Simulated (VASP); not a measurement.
Data:

```
SrCl2
1.0
    0.00000     3.43369     3.46480
    3.49631     0.00000     3.46480
    3.49631     3.43369     0.00000
Sr Cl
1 2
Direct
  0.00000   0.00000   0.00000
  0.25000   0.25000   0.25000
  0.73865   0.76135   0.76135
```

Level of theory: PBE GGA, VASP's PBE PAW potentials (set 64) (plane waves; VASP). Run with 400 eV cut-off, 1×1×1 Γ-centred mesh, Gaussian smearing of 0.050 eV, potentials Sr_sv Cl.

Question: Estimate the energy per atom (σ→0), largest force.

Answer: 
```json
{
  "energy per atom (σ→0)": "-391.7 kJ/mol of atoms",
  "largest_force": "0.087 eV/Å"
}
```

Total energies compare only between runs with the same potentials, cut-off and functional.

The compound is SrCl2 in the fluorite structure. The cell was not relaxed at this level, atoms are displaced from their ideal sites. The k-mesh is coarse (spacing up to 1.57 per Å, 2π included), so the numbers may not be converged in it. The run is one of a series of settings (KPOINTS 1×1×1 Γ-centred mesh against the base run), some of them coarse on purpose.
